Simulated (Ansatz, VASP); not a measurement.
# W (Tungsten) in two plane-wave programs, part 2 of 2

Wanted: the spread between two codes on one cell, functional and k mesh. The cell is taken from a series of runs on this material, whose earlier steps may have relaxed, scaled, displaced or heated it; both programs get it as it stands.

VASP 6.6.1 and Ansatz 0.2.0.

So far. Step 6 (Ansatz: single point, PBEsol, pair 2): The run ends at a pressure of 5.08 GPa.

## Step 7: VASP: single point, PBEsol, pair 2 (continued)

Level of this step: PBEsol; plane waves and PAW (W) (VASP).

Numbers of over 12 decimals in the logs are rounded to 6 here.

OUTCAR, selected parts (step 7):

```text
  Total        0.1731384      0.1731384      0.1731384      0.0000000     -0.0000000      0.0000000
  in kB       17.9456030     17.9456030     17.9456030      0.0000000     -0.0000000      0.0000000
  external PRESSURE =      17.9456030 kB  Pullay stress =       0.0000000 kB

 POSITION                                       TOTAL-FORCE (eV/Angst)
 -----------------------------------------------------------------------------------
      0.00000      0.00000      0.00000         0.000000      0.000000     -0.000000
 -----------------------------------------------------------------------------------
    total drift:                               -0.000000      0.000000      0.000000

  FREE ENERGIE OF THE ION-ELECTRON SYSTEM (eV)
  ---------------------------------------------------
  free  energy   TOTEN  =       -13.8905875352 eV

  energy  without entropy=      -13.8920557845  energy(sigma->0) =      -13.89107695

[... 1 part as in an earlier step ...]

[... 2 further parts left out ...]
[key lines of the parts left out:]
E-fermi :   7.9972
```

The run ends at a pressure of 1.79 GPa.

## Step 8: Comparison

What differs besides the data sets and the points named for the pairs above, as far as they apply: the data sets hold 14 valence electrons in Ansatz (on its PAW soft_1 files) and 6 in VASP. Total energies have different zeros and are not compared.

Compared:

```
      quantity  Ansatz  VASP  difference
pressure (GPa)    5.08  1.79       +3.29
```

## Step 9: VASP: single point, PBEsol, pair 3

A single point gives forces, pressure and levels at one fixed geometry, so differences don't come from the geometry; what else differs is listed under the comparison. The cell compared in this pair holds 16.16 Å³, against 15.46 Å³ for the pair before.

INCAR reads:

```
SYSTEM = W
PREC = Accurate
ENCUT = 600
EDIFF = 1E-06
NELM = 120
ISMEAR = 1
SIGMA = 0.2
LREAL = .FALSE.
ALGO = Normal
GGA = PS
NBANDS = 9
LASPH = .TRUE.
LORBIT = 11
LWAVE = .FALSE.
LCHARG = .FALSE.
ISIF = 2
GGA_COMPAT = .FALSE.
```

POSCAR reads:

```
W
1.0
   -1.5928038964      1.5928038964      1.5928038964
    1.5928038964     -1.5928038964      1.5928038964
    1.5928038964      1.5928038964     -1.5928038964
W
1
Direct
    0.0000000000      0.0000000000      0.0000000000
```

KPOINTS reads:

```
Automatic mesh
0
Gamma
20 20 20
0 0 0
```

The projector-augmented-wave data sets are W (PBE family, release 64).

Launch:

```console
$ mpirun -np 1 vasp_std
```

Log:

```text
[... set-up lines as in an earlier step ...]
 entering main loop
       N       E                     dE             d eps       ncg     rms          rms(c)
DAV:   1     0.101838508140E+02    0.10184E+02   -0.31954E+03  4616   0.646E+02
DAV:   2    -0.140506751974E+02   -0.24235E+02   -0.23076E+02  5365   0.138E+02
DAV:   3    -0.146164294856E+02   -0.56575E+00   -0.56154E+00  5333   0.169E+01
DAV:   4    -0.146183742729E+02   -0.19448E-02   -0.19445E-02  5443   0.110E+00
[...]
DAV:   9    -0.138664355846E+02    0.39768E-03   -0.30474E-04  5353   0.767E-02    0.278E-02
DAV:  10    -0.138664372011E+02   -0.16166E-05   -0.17683E-05  5450   0.325E-02    0.215E-02
DAV:  11    -0.138664367835E+02    0.41766E-06   -0.44508E-07  2792   0.771E-03
   1 F= -.13866437E+02 E0= -.13866943E+02  d E =0.151779E-02
```

OUTCAR, selected parts (step 9):

```text
  Total       -1.2335847     -1.2335847     -1.2335847     -0.0000000     -0.0000000      0.0000000
  in kB     -122.2735789   -122.2735789   -122.2735789     -0.0000000     -0.0000000      0.0000000
  external PRESSURE =    -122.2735789 kB  Pullay stress =       0.0000000 kB

  FREE ENERGIE OF THE ION-ELECTRON SYSTEM (eV)
  ---------------------------------------------------
  free  energy   TOTEN  =       -13.8664367835 eV

  energy  without entropy=      -13.8679545749  energy(sigma->0) =      -13.86694271

[... 2 parts as in an earlier step ...]

[... 2 further parts left out ...]
[key lines of the parts left out:]
E-fermi :   7.4968
```

The run ends at a pressure of -12.23 GPa.

## Step 10: Ansatz: single point, PBEsol, pair 3

The same cell, functional, mesh and smearing now go to Ansatz, which takes its cutoff from its data sets.

The cell is taken from a series of runs on this material, whose earlier steps may have relaxed, scaled, displaced or heated it; both programs get it as it stands.

input.yaml reads:

```yaml
crystal:
  lattice:
    - [-1.5928038964, 1.5928038964, 1.5928038964]
    - [1.5928038964, -1.5928038964, 1.5928038964]
    - [1.5928038964, 1.5928038964, -1.5928038964]
  atoms:
    - { symbol: W, position: [0.0, 0.0, 0.0] }
kpoints:
  mp_grid: { grid: [20, 20, 20] }
hamiltonian:
  xc: pbesol
  pseudopotentials: { kind: paw, azcp: { folder: soft_1 }, xc_functional: pbe }
scf:
  occupations: { method: methfessel_paxton, width: 0.2 }
  lower_state_search: "off"
output:
  forces: true
  stress: true
  eigenvalues: true
```

Launch:

```console
$ ansatz run input.yaml --threads 8 --pin off --max-ram 16384MiB --backend cpu --events-out ev --progress --plain --runs-dir out
```

Log:

```text
[...]
Crystal: 1 atoms, lattice volume = 16.164 Å³
Basis set: ecut = 420 eV, 321 PW (Γ), exchange–correlation on 40×40×40 points (8 copies of the dense FFT grid, shifted against one another)
Bands: 11, of which v1, the nominal top of the filled ones, is band 7 counted from 1 (6 counted from 0)
Symmetry: 48 space group operations
[...]
k-points: 256 of 8000
[...]
--- Band table (eV; the first three rows and the last of 256) ---
  k-point 0: bands = [... 3 lower, -15.9643, 12.2160, 20.5466, 20.5466, 20.5466, 23.9398, 23.9398, 36.2286]
  k-point 1: bands = [... 3 lower, -15.9645, 12.3352, 20.4746, 20.5317, 20.6613, 23.8230, 23.9411, 36.3297]
  k-point 2: bands = [... 3 lower, -15.9649, 12.6824, 20.2726, 20.4689, 21.0024, 23.5549, 23.9494, 36.5931]
  k-point 255: bands = [... 3 lower, -16.8188, 16.0590, 16.0590, 26.7908, 26.7908, 26.7908, 29.8501, 29.8501]
[key lines of the parts left out:]
SCF converged after 6 iterations
Free energy (F): -10257.572547 eV
Fermi energy:    21.815038 eV
P = ⅓ Tr σ = -9.0688 GPa (-90.688 kbar)
```

The run ends at a pressure of -9.07 GPa.

## Step 11: Side by side

What differs besides the data sets and the points named for the pairs above, as far as they apply: the data sets hold 14 valence electrons in Ansatz (on its PAW soft_1 files) and 6 in VASP. Total energies have different zeros and are not compared.

The two programs side by side:

```
      quantity  Ansatz    VASP  difference
pressure (GPa)   -9.07  -12.23       +3.16
```

## Step 12: What came out

- difference in pressure (single point, PBEsol, pair 1): 3.2 GPa
- difference in pressure (single point, PBEsol, pair 2): 3.3 GPa
- difference in pressure (single point, PBEsol, pair 3): 3.2 GPa

The difference in pressure is 3.3 GPa (single point, PBEsol, pair 2), beyond the 1 GPa picked in this series as the mark of a large difference. The data sets hold unlike numbers of valence electrons (14 in Ansatz and 6 in VASP), so part of the differences comes from the potentials. Single point, PBEsol, pair 1, VASP with the data sets W_sv and a cutoff of 500 eV: the difference in pressure goes from 3.2 to -0.53 GPa. What causes the difference of the single point, PBEsol, pair 2 pair stays open here. What causes the difference of the single point, PBEsol, pair 3 pair stays open here. 1 further run of this series is not shown here. How closely two codes agree says nothing of how well the functional describes the real material.

[Lines on the potential files, build, host, timing and source positions are cut from VASP's logs without a mark.]

[Logs are printed without paths, hosts, clocks, repeated set-up lines and the standing remarks that a program may print on its own settings, such as how far it seeks lower states.]

[Hosts, paths, dates, database ids (printed as entryN), source tags and the programs' standing remarks are cut or masked in the printed files.]
